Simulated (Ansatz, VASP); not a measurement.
## TaN in two plane-wave programs

One calculation is typed for both programs; each brings its own data sets. How far apart do they land? The cell is taken from a series of runs on this material, whose earlier steps may have relaxed, scaled, displaced or heated it; both programs get it as it stands.

Calculated with Ansatz 0.2.0; plane waves, with VASP 6.6.1 beside it; zone-centre phonons at LDA.

## Step 1: The structure

The structure is hexagonal, space group P-62m (No. 189). Conventional cell: a = 5.148 Å, b = 5.148 Å, c = 2.876 Å, α = 90.00°, β = 90.00°, γ = 120.00°. Nearest to N lie 5 Ta at 2.03 to 2.14 Å. Nearest to Ta lie 6 N at 2.14 Å. Ta has 3 N at 2.03 Å nearest. Farther neighbours and most contacts between anions are not listed.

Structure file:

```
N Ta
1.0
     5.14759    0.00000    0.00000
    -2.57379    4.45794    0.00000
     0.00000    0.00000    2.87613
N Ta
3 3
Cartesian
  2.0257 0.0000 0.0000
  1.5610 2.7037 0.0000
  -1.0128 1.7543 0.0000
  0.0000 2.9720 1.4381
  2.5738 1.4860 1.4381
  0.0000 0.0000 0.0000
```

## Step 2: Ansatz: zone-centre phonons, LDA

Ansatz runs on its PAW soft_1 files.

Second derivatives magnify differences that forces hide, and they need a tight electronic threshold.

input.yaml

```yaml
crystal:
  lattice:
    - [5.1475854006, 0.0, 0.0]
    - [-2.5737927003, 4.4579397251, 0.0]
    - [0.0, 0.0, 2.8761266428]
  atoms:
    - { symbol: "N", position: [0.3935153269, 0.0, 0.0] }
    - { symbol: "N", position: [0.6064846731, 0.6064846731, 0.0] }
    - { symbol: "N", position: [0.0, 0.3935153269, 0.0] }
    - { symbol: Ta, position: [0.3333333333, 0.6666666667, 0.5] }
    - { symbol: Ta, position: [0.6666666667, 0.3333333333, 0.5] }
    - { symbol: Ta, position: [0.0, 0.0, 0.0] }
kpoints:
  mp_grid: { grid: [9, 9, 12] }
hamiltonian:
  xc: lda
  pseudopotentials: { kind: paw, azcp: { folder: soft_1 }, xc_functional: pbe }
scf:
  occupations: { method: methfessel_paxton, width: 0.2 }
output:
  eigenvalues: true
phonons:
  method: dfpt
```

Launch:

```sh
$ ansatz run input.yaml --threads 4 --pin off --max-ram 16384MiB --backend cpu --events-out ev --progress --plain --runs-dir out
```

Numbers of over 12 decimals in the logs are rounded to 6 here.

The log of the run:

```text
zone centre: on kpoints.mp_grid the ground state, and the responses unless they are solved on pairs of k-points, stand on 287 of the mesh's 972 k-points, reduced under 2 symmetry operations, with k and −k counted as one. Each operation leaves every solved displacement unchanged or reverses it
Engine: ansatz 0.2.0, aarch64-unknown-linux-gnu
Pseudopotentials: kind: paw
Pseudopotential: N, paw, valence charge 5, recommended cutoff 420 eV (normal), soft_1/N.paw.azcp
Pseudopotential: Ta, paw, valence charge 13, recommended cutoff 420 eV (normal), soft_1/Ta.paw.azcp
Functional definition: SPW92
  exchange = slater_x
  correlation = pw_c
Crystal: 6 atoms, lattice volume = 66.000 Å³
Basis set: ecut = 420 eV, 1287 PW (Γ), exchange–correlation on 72×72×40 points (8 copies of the dense FFT grid, shifted against one another)
Bands: 33, of which v1, the nominal top of the filled ones, is band 27 counted from 1 (26 counted from 0)
Symmetry: 12 space group operations
k-points: 287 of 972 (irreducible under 2 space group operations, time reversal used)
Non-local potential: N, projectors of the file, l = 0: 2, l = 1: 2, l = 2: 1
Non-local potential: Ta, projectors of the file, l = 0: 3, l = 1: 2, l = 2: 2, l = 3: 1
PAW form: soft (Blöchl's): semilocal exchange-correlation on the pseudo side does not see the compensation charge
PAW frozen core: N, regenerated for the run's functional, and the local potential with it (the file was generated under x = pbe(κ = 0.804, μ = 0.219515), c = pbe(β = 0.066725))
PAW frozen core: Ta, regenerated for the run's functional, and the local potential with it (the file was generated under x = pbe(κ = 0.804, μ = 0.219515), c = pbe(β = 0.066725))
PAW one-centre angular grid: N, 110 points (default); XC on 64 Gauss nodes
PAW one-centre angular grid: Ta, 590 points (default); XC on 64 Gauss nodes
Initial density: superposition of atomic densities (chi_scale 0.1, normalization cell, long waves kept (reshape's long-wave potential 0.01 eV rms))
Initial wavefunctions: pseudopotential atomic-orbital guess
Functional: x = slater, c = lda
SCF iter   1: F=—  HF=-30180.952424 eV  |F-HF|=—  |Δ(HF+E_count)|=         —  Δρ=6.81e-2  dr2=3.74e0  ethr=3.10e-3  ⟨swp⟩=4.6  Hψ=36915  notcnv=0
preconditioner: auto → Resta (q_TF=auto, 2.639 Å⁻¹)  ε∞=7.2  [insulator: Δε(μ)=0.127 eV  Ē_g=10.044 eV  σ=0.200 eV  W_gap=0.51  n_scr=26 (ndim 8)  ℏωp=25.0 eV  f_vac=0.000  D(μ)=0.20/eV (n_scr^D=0)  ε∞_Penn≈7.2]
SCF iter   2: F=—  HF=-30180.174688 eV  |F-HF|=—  |Δ(HF+E_count)|=   7.78e-1  S|Δr|=    0.00e0  Δρ=3.05e-2  dr2=2.95e-1  ethr=3.10e-3  ⟨swp⟩=2.0  Hψ=17116  notcnv=0  defer=337
preconditioner: auto → Kerker (q_TF=auto, 2.639 Å⁻¹)  [metal: Δε(μ)=0.040 eV  Ē_g=9.687 eV  σ=0.200 eV  W_gap=0.17  n_scr=26 (ndim 8)  ℏωp=25.0 eV  f_vac=0.000  D(μ)=0.46/eV (n_scr^D=0)]
SCF iter   3: F=—  HF=-30180.132684 eV  |F-HF|=—  |Δ(HF+E_count)|=   4.20e-2  S|Δr|=    0.00e0  Δρ=1.50e-2  dr2=8.05e-2  ethr=5.47e-4  ⟨swp⟩=1.0  Hψ=9134  notcnv=0  defer=337
SCF iter   4: F=—  HF=-30180.117730 eV  |F-HF|=—  |Δ(HF+E_count)|=   1.50e-2  S|Δr|=    0.00e0  Δρ=1.98e-3  dr2=2.65e-3  ethr=1.49e-4  ⟨swp⟩=2.5  Hψ=13822  notcnv=0  defer=337
SCF iter   5: F=—  HF=-30180.117189 eV  |F-HF|=—  |Δ(HF+E_count)|=   5.41e-4  S|Δr|=    0.00e0  Δρ=7.25e-4  dr2=3.44e-4  ethr=4.90e-6  ⟨swp⟩=2.1  Hψ=12780  notcnv=0  defer=327
SCF iter   6: F=—  HF=-30180.117099 eV  |F-HF|=—  |Δ(HF+E_count)|=   9.00e-5  S|Δr|=    0.00e0  Δρ=1.23e-4  dr2=1.17e-5  ethr=6.37e-7  ⟨swp⟩=2.0  Hψ=13297  notcnv=0  defer=327
SCF iter   7: F=—  HF=-30180.117095 eV  |F-HF|=—  |Δ(HF+E_count)|=   3.81e-6  S|Δr|=    0.00e0  Δρ=2.15e-5  dr2=3.03e-7  ethr=2.16e-8  ⟨swp⟩=2.0  Hψ=13399  notcnv=0  defer=327
SCF iter   8: F=—  HF=-30180.117100 eV  |F-HF|=—  |Δ(HF+E_count)|=   5.21e-6  S|Δr|=    0.00e0  Δρ=4.09e-6  dr2=1.23e-8  ethr=5.61e-10  ⟨swp⟩=2.1  Hψ=13159  notcnv=0  defer=324
SCF iter   9: F=—  HF=-30180.117100 eV  |F-HF|=—  |Δ(HF+E_count)|=   2.23e-9  S|Δr|=    0.00e0  Δρ=6.86e-7  dr2=2.85e-10  ethr=2.27e-11  ⟨swp⟩=2.0  Hψ=13088  notcnv=0  defer=324
SCF iter  10: F=-30180.117100 eV  HF=-30180.117100 eV  |F-HF|=0.00e0  |Δ(HF+E_count)|=  3.64e-12  S|Δr|=    0.00e0  Δρ=1.03e-7  dr2=3.69e-12  ethr=1.00e-12  ⟨swp⟩=9.4  Hψ=53263  notcnv=0
the search or the solves at the SCF's close seem to have found levels that the self-consistency loop had missed (the run counts 3). By its estimate they hold under 1e-12 electrons; where the run keeps them, the occupations were computed again with them
SCF 1 converged in 10 iterations: F = -30180.117100 eV  dr2 = 3.69e-12
  greatest PAW one-centre occupation: 0.999 electrons in one spin orbital (limit 2), on the Ta atom at site 4 (counted from 0), in its partial waves of l = 0
DFPT response loops at Γ: preconditioner auto → Kerker (q_TF=auto, 2.639 Å⁻¹) (partly filled bands, converged f_vac=0.000); β = 1.00, the filter's whole step (`scf.mixing.beta` (0.50) is not read by the response loops under this deck's `scf.mixing.preconditioner`; to damp them name `kerker` or `kerker_dos`, under which they read `scf.mixing.beta`, and type it under 1.00, their step now; both keys bind the ground state too); Broyden in place of MSR1
SCF converged after 10 iterations
Stability not checked: this state was not tested for a lower state beside it, because cold or Methfessel-Paxton smearing, or corrected tetrahedra, fill the levels in a way that the test cannot read (fill_not_monotonic; see scf.lower_state_search)
Free energy (F): -30180.117100 eV
Harris-Foulkes:  -30180.117100 eV  (|F-HF|=0.00e0)
Internal energy: -30180.120245 eV  (E = F + TS)
E sigma→0 (E₀):  -30180.117887 eV
Entropy (-TS):   0.003144 eV (0.524 meV/atom)
Fermi energy:    20.027430 eV
Step filling:    the computed levels leave a gap of 0.0959 eV = 0.5 smearing widths at the electron count; against every level under it full and every level over it empty, smearing changes F+E_penalty+E_count by +1.601 meV and its σ→0 estimate by +0.815 meV
--- Per-component energies (eV) ---
  E_band       = -206.665276
  E_kinetic    = 1575.613178
  E_local      = -1947.265963  (includes V_loc(G=0)·N_el)
  E_nonlocal   = 92.193751
  E_hartree    = 696.364276
  E_xc         = -1136.266623
  E_vxc        = -932.470295  (∫ρ·V_xc dr)
  E_paw        = -24530.896483  (= ΣΔE_a)
  E_vpaw       = -387.467276  (= ΣTr[D̂ρ^β])
  E_aug_tail   = 0.002778  (compensation charges beyond the density's cutoff)
  E_ewald      = -4930.882281
  E_core_change = 1.017123  (= ΣΔE_core)
  E_smearing   = 0.003144  (= −TS)
  E_closure    = 0.000000  (closes the sum)
  Σ components = -30180.117100   (vs F -30180.117100, Δ=0.00e0)
--- Band table (eV; the first three rows and the last of 287) ---
  k-point 0: bands = [... 23 lower, 15.6088, 16.5795, 17.9445, 18.9580, 18.9580, 20.5114, 20.5114, 21.7892, ... 2 higher]
  k-point 1: bands = [... 23 lower, 15.2152, 16.8200, 18.3061, 18.6140, 18.6140, 20.9486, 20.9486, 21.9079, ... 2 higher]
  k-point 2: bands = [... 23 lower, 14.5776, 17.5745, 18.2072, 18.2072, 19.1465, 21.3959, 21.3959, 21.9615, ... 2 higher]
  k-point 286: bands = [... 23 lower, 15.8154, 16.6463, 17.8068, 18.8645, 21.0824, 21.5779, 22.8213, 22.8445, ... 2 higher]
--- Phonons (Γ-DFPT): 7 representative perturbations + reference, on 287 of 972 k-points (Σ response iterations 22) ---
  k mesh reduced under 2 symmetry operations, with k and −k counted as one. Each operation leaves every solved displacement unchanged or reverses it
  ASR residual: 4.222e-5 → 0.000e0 eV/Å²; symmetrization residual: 3.908e-6 eV/Å²
  ASR residual per site (eV/Å²): 4.22e-5 4.11e-5 4.11e-5 2.98e-5 2.98e-5 2.92e-5
  Γ frequencies (cm⁻¹): 0.00 0.00 0.00 150.63 192.97 192.97 193.66 235.40 235.40 591.66 591.66 609.90 617.03 617.03 631.44 665.43 665.43 719.32
  non-analytic LO–TO correction: not included (Born effective charges unavailable; polar crystals: no LO–TO splitting at Γ)
```

The column dr2 measures how far the density is from self-consistency, as an energy; F and HF (Harris–Foulkes) agree once it is small.

(Part 1 of 3 ends here.)

[Lines on the potential files, build, host, timing and source positions are cut from VASP's logs without a mark.]

[Logs are printed without paths, hosts, clocks, repeated set-up lines and the standing remarks that a program may print on its own settings, such as how far it seeks lower states.]

[Hosts, paths, dates, database ids (printed as entryN), source tags and the programs' standing remarks are cut or masked in the printed files.]
